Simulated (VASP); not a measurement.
GaGe under changes of volume

One of the cells (24.821 Å³/atom); the others are scaled copies at fixed shape and fractional positions:

```
Ge Ga
1.0
     0.00000    2.91704    2.91704
     2.91704    0.00000    2.91704
     2.91704    2.91704    0.00000
Ge Ga
1 1
Cartesian
  0.0000 0.0000 0.0000
  1.4585 1.4585 1.4585
```

The cell comes from a database or a generator and needn't be the stable form of this composition.

| Quantity | Value |
| --- | --- |
| Program | VASP 6.6.1 |
| Functional | PBE |
| Potentials or basis | VASP PAW PBE potentials, release 64 (Ge_d, Ga_d) |
| Cutoff | 520 eV |
| k mesh | 8 × 8 × 8 |
| Occupations | fermi-dirac, width 0.05 eV |
| Spin | no spin polarisation |

```csv
volume (Å³/atom),energy over the lowest point (meV/atom),pressure (GPa)
22.875,17.40,3.8
23.361,7.73,2.5
23.848,?,?
24.821,0.00,-0.7
25.308,3.26,-1.5
25.795,8.93,-2.2
```

**Question.** What does the run at 23.848 Å³/atom give?

**Answer.** Energy over the lowest point 1.87 meV/atom; pressure 1.3 GPa.

Worked out: A Birch-Murnaghan fit of order 3 (a polynomial in V^(-2/3)) to the other rows has its minimum at 24.48 Å³/atom with B0 = V·E''(V) = 48 GPa and B' = 4.9. It gives 1.87 meV/atom at 23.848 Å³/atom, against the run's 1.87, and -dE/dV = 1.3 GPa, against 1.3.

Energies are extrapolated to zero smearing.
